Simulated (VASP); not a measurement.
An input for Quantum ESPRESSO's pw.x (written as the equivalent of a VASP run, and not itself run):

```
&CONTROL
  calculation = 'scf'
  pseudo_dir = './pseudo'
  outdir = './out'
  tprnfor = .true.
  tstress = .true.
/
&SYSTEM
  ibrav = 0
  nat = 6
  ntyp = 2
  ecutwfc = 76
  occupations = 'smearing'
  smearing = 'fermi-dirac'
  degauss = 0.00735
  input_dft = 'pbe'
/
&ELECTRONS
  conv_thr = 7.3e-08
  electron_maxstep = 100
/
ATOMIC_SPECIES
  Zr 91.224 Zr.upf
  B 10.810 B.upf
CELL_PARAMETERS angstrom
     3.1297150    0.0000000    0.0000000
     0.0000000    4.4260860    0.0000000
     0.0000000    0.0000000   20.5164000
ATOMIC_POSITIONS crystal
  Zr   0.0000000  0.7500000  0.3899320
  Zr   0.0000000  0.2500000  0.5000000
  Zr   0.0000000  0.7500000  0.6100680
  B    0.5000000  0.2500000  0.3899320
  B    0.5000000  0.7500000  0.5000000
  B    0.5000000  0.2500000  0.6100680
K_POINTS automatic
  4 3 1 0 0 0
```

**Question.** Write the VASP files for the same calculation (PBE).

**Answer.** One answer among several that fit: 
### POSCAR
```
ZrB
1
    3.1297150000     0.0000000000     0.0000000000
    0.0000000000     4.4260860000     0.0000000000
    0.0000000000     0.0000000000    20.5164000000
Zr B
3 3
Direct
  0.0000000000   0.7500000000   0.3899320000
  0.0000000000   0.2500000000   0.5000000000
  0.0000000000   0.7500000000   0.6100680000
  0.5000000000   0.2500000000   0.3899320000
  0.5000000000   0.7500000000   0.5000000000
  0.5000000000   0.2500000000   0.6100680000
```

**KPOINTS**
```
Automatic mesh
0
Gamma
4 3 1
0 0 0
```

**INCAR**
```
SYSTEM = ZrB
PREC = Accurate
ENCUT = 400
EDIFF = 1E-6
NELM = 100
ALGO = Normal
LREAL = .FALSE.
LASPH = .TRUE.
ISMEAR = -1
SIGMA = 0.1
GGA = PE
LMAXMIX = 4
LWAVE = .FALSE.
LCHARG = .FALSE.
ISIF = 2
```

POTCAR, in this order: Zr_sv B (PBE.64 set). Program: vasp_std.

Limits of the translation: the potentials are each code's own (VASP's PAW set, PseudoDojo norm-conserving files in pw.x), so ENCUT and ecutwfc are chosen apart and not converted; conv_thr bounds pw.x's estimated SCF error, while EDIFF bounds the energy change between steps.

The cell is a sheet with vacuum, built from a generated structure.
